## The rule

In InAs, the deep band that arsenic s orbitals form can be estimated by adding six cosines. The estimate needs the band's energy at only two points of the Brillouin zone, and it then reaches every other row of the table to within a quarter of an eV. The band itself rises by 2.2 eV between those two points.

InAs (zinc blende, two-atom cell) was calculated with VASP 6.6.1 using the HSE hybrid functional (25% exact exchange, screening 0.2 Å⁻¹) without spin–orbit coupling. The runs used PAW PBE potentials (In_d, As), a 520 eV cutoff and a 4×4×4 k mesh. Levels are numbered outwards from the gap, and their energies are measured from the valence top.

```
point a (reciprocal cell vector)  point b (reciprocal cell vector)  point c (reciprocal cell vector)  level under 4 (eV)  level under 1 (eV)  level over 1 (eV)
                          0.0000                            0.0000                            0.0000             -13.054               0.000              0.631
                          0.2500                            0.0000                            0.0000             -12.390              -0.616              2.022
                          0.2500                            0.2500                            0.0000             -12.169              -1.547              2.947
                          0.5000                            0.2500                            0.0000             -11.166              -1.912              2.987
                         -0.2500                            0.2500                            0.0000             -11.520              -1.132              3.424
                          0.5000                            0.5000                            0.0000             -10.810              -2.544              2.141
                         -0.2500                            0.5000                            0.2500             -10.755              -3.109              5.012
```

Each row is one electron wave vector in the same crystal, calculated with a screened hybrid functional. The columns point a, point b and point c give its components, $a$, $b$ and $c$, which say what fraction of a full turn the wave's phase makes from one cell to the next. The deep band is the column level under 4, measured from the top of the valence band. Three rows have names: Γ is (0, 0, 0), X is (0.5, 0.5, 0) and W is the last row.

Add the cosines and turn the sum into a number $w$ between 0 and 1:

$$S=\cos 2\pi a+\cos 2\pi b+\cos 2\pi c+\cos 2\pi(a-b)+\cos 2\pi(b-c)+\cos 2\pi(c-a)$$

$$w=\frac{2+S}{8},\qquad E\approx -10.81-2.24\,w\ \ \text{(eV)}$$

At Γ $w$ is 1, and at X it is 0. The two constants are simply the computed energy at X and the drop from X to Γ.

## Why six cosines are enough

An arsenic atom has four indium neighbours. Its s orbital lies well below the outer s and p orbitals of indium, and mixing with them pushes it further down. (The filled indium d levels lie deeper still and are left out of this picture.) How strong the push is depends on whether the contributions of the four neighbours arrive in step.

Take the indium s orbitals first. They have the same sign in every direction, so the four contributions add as $\tfrac14\sum_j e^{i\theta_j}$, where $\theta_j$ is the phase of the wave at neighbour $j$. The push goes as the squared magnitude of this sum. Squaring gives four terms equal to one and twelve that depend on phase differences, which pair up into the six cosines; the result is $w$. At Γ all four neighbours are in step and the push is complete, while at X they cancel.

The indium p orbitals do the opposite. Each has a positive and a negative lobe, so two neighbours enter with a plus sign and two with a minus sign. There are three such patterns, and together with the all-plus pattern of the s orbitals their squares always add up to one. Whatever strength the s push loses, the p push gains, so the latter goes as $1-w$.

Let $A$ be the full push from indium s and $B$ that from indium p. For an arsenic level that starts at $E_0$,

$$E=E_0-A\,w-B\,(1-w)=(E_0-B)-(A-B)\,w .$$

This is a straight line in $w$. It slopes downwards if $A$ exceeds $B$, which is reasonable on two counts. Indium s lies closer in energy to the arsenic level than indium p does, and the p orbitals, taken along the cube axes, lie at a slant to the bonds, which weakens their mixing with arsenic s. The table bears out the order: the band is deepest at Γ and shallowest at X and W.

The orbital picture is standard bonding theory; the energies alone do not prove it. Direct hopping between neighbouring arsenic atoms would produce the same six cosines, and its share is untested here.

## Two rows by hand

Neither of these rows was used to set the constants. For the point (0.25, 0.25, 0), the cosines are 0, 0, 1, 1, 0 and 0. Thus $S=2$ and $w=0.5$, and

$$E\approx-10.81-2.24\times0.5=-11.93\ \text{eV}.$$

The computed level is −12.17 eV. The estimate is 0.24 eV too high, the largest miss in the table and about a tenth of the band's total rise.

For the point (0.5, 0.25, 0), the cosines are −1, 0, 1, 0, 0 and −1. Now $S=-1$ and $w=0.125$, which gives −11.09 eV. The computed value is −11.17 eV, so the miss is only 0.08 eV. This point lies close to X in $w$, where the line is pinned.

## Why the line should bend

At all four points with $w$ between 0 and 1, the line lies above the computed band. The derivation suggests why. It treats the energy distance between arsenic and indium levels as fixed, but a level that has been pushed down is further from the levels that push it. Each additional step in $w$ therefore lowers it a little less, and the true curve sags below the straight line.

A two-level formula includes this effect. At Γ, symmetry lets the arsenic s orbital mix with indium s but not with indium p. The deep level and the first conduction level, level over 1, are then the bonding and antibonding members of one pair. With $C$ halfway between them, at −6.21 eV,

$$E=C-\sqrt{(E_X-C)^2(1-w)+(E_\Gamma-C)^2\,w}.$$

For the first worked row this gives −12.04 eV and roughly halves the miss. Over the five rows not used as anchors, the typical (rms) error falls from 0.15 to 0.08 eV. The price is a third reading and a square root. A least-squares line through all seven rows still leaves 0.10 eV, as the output below shows. The two-level formula itself still lies slightly above the computed band at all four points in between, so the growing energy distance seems to explain only part of the bend.

## Where the rule stops

X and W provide a sharp test, because both have $w=0$ and any rule based on $w$ must give them the same energy. For the deep band this is nearly right: they differ by 0.06 eV. For the lowest conduction level they differ by 2.87 eV, so every such rule must miss at least one of them by 1.4 eV or more. The rule is therefore no guide to the lowest conduction band.

The likely reason is the make-up of the levels. The deep band stays mainly arsenic s throughout, and the other orbitals only push it. The lowest conduction level changes its character: away from Γ, indium s also mixes with arsenic p, and arsenic s with indium p. The number $w$ fixes the total strength of each mixing, but not how it is shared among the three p orbitals or how the p orbitals of the two elements mix with each other. The two-level formula leaves all of this out. That formula would put the upper partner at −1.6 eV at X, below the top of the valence band, whereas the computed level is at +2.1 eV.

The constants also have a limited range. Spin–orbit coupling, which the calculation omits, would raise the valence top by roughly 0.1 eV and so make all the deep levels look deeper by about that amount. The slope would hardly change. Another functional would give somewhat different constants, since the share of exact exchange affects how deep the band lies. The k mesh is also coarse, and how far the levels would shift on a finer one is not tested here. In another crystal of the same structure the cosines stay the same, since they come from the arrangement of atoms, but the energies at Γ and X must be read afresh. The accuracy may change as well: the line should bend more where the s levels of the two elements lie closer together.

Numerical output:

```
Deep s band in eV:
    row      w  computed    line  line_miss  two_level  two_level_miss
    0.0      1    -13.05  -13.05          0     -13.05               0
   0.25  0.625    -12.39  -12.21     0.1775     -12.31         0.07996
   0.25    0.5    -12.17  -11.93      0.237     -12.04           0.128
    0.5  0.125    -11.17  -11.09     0.0755     -11.15         0.01938
  -0.25   0.25    -11.52  -11.37      0.149     -11.46          0.0583
    0.5      0    -10.81  -10.81          0     -10.81               0
  -0.25      0    -10.76  -10.81     -0.055     -10.81          -0.055
Rise of the deep band from Gamma to X (eV): 2.244
Line through two readings, rms miss on the five other rows (eV): 0.154
Line, largest miss (eV): 0.237
Line, largest miss as percentage of the rise: 10.56
Two-level formula, rms miss on the same five rows (eV): 0.07691
Two-level formula, largest miss (eV): 0.128
fit of level_under_4 on 7 rows: constant -10.86 +/- 0.062, coefficient of w -2.326 +/- 0.12; rms 0.0959, worst 0.25 0.142, leave-one-out rms 0.178
W less X at equal w, deep band (eV): 0.055
W less X at equal w, highest valence level (eV): -0.565
W less X at equal w, lowest conduction level (eV): 2.871
Upper partner at X from the two-level formula (eV): -1.613
Upper partner at X less computed conduction level (eV): -3.754
```
